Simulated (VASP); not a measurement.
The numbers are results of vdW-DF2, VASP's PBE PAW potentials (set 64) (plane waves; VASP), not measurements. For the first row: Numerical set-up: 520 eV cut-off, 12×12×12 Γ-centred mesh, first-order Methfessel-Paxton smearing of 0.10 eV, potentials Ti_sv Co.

| system | energy (eV/atom) |
|---|---|
| TiCo (CsCl type) | -4.4328 |
| Ti (hcp) | -4.3490 |
| Co (hcp) | -3.7046 |

The references are the elements' solids at the same level; no temperature or zero-point terms are added.

Q: What is the formation energy per atom of TiCo?

A: The references average (1×(-4.3490) + 1×(-3.7046))/2 = -4.0268 eV, so the formation energy is -4.4328 − (-4.0268) = -0.406 eV/atom.
